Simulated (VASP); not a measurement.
Energy against volume of Ho (hcp). These are AM05 GGA, VASP's PBE PAW potentials (set 64) (plane waves; VASP 6.6.1) values and carry that method's errors. Run with 520 eV cut-off, 12×12×7 Γ-centred mesh, first-order Methfessel-Paxton smearing of 0.10 eV, potentials Ho_3.

The 4f electrons are frozen in the core of the lanthanide potential, so 4f levels, which can set the real gap, and their magnetism are missing.

Shape and ions are relaxed at each volume.

| V (Å³/atom) | E (eV/atom) |
|---|---|
| 28.176 | -4.70350 |
| 29.076 | -4.71501 |
| 29.975 | -4.71833 |
| 30.874 | -4.71477 |

Task: Fit these four points and predict the energy of the run at 31.773 Å³/atom.

Result: A cubic in V^(−2/3), the third-order Birch-Murnaghan form, passes through the four points with V0 = 29.93 Å³/atom and B0 = 41 GPa, and gives -4.7054 eV/atom there. The run gave -4.7050 eV/atom, +0.4 meV/atom from the fit; all five points give B0 = 42 GPa.

The compound is Ho in the hcp structure. It was relaxed first.
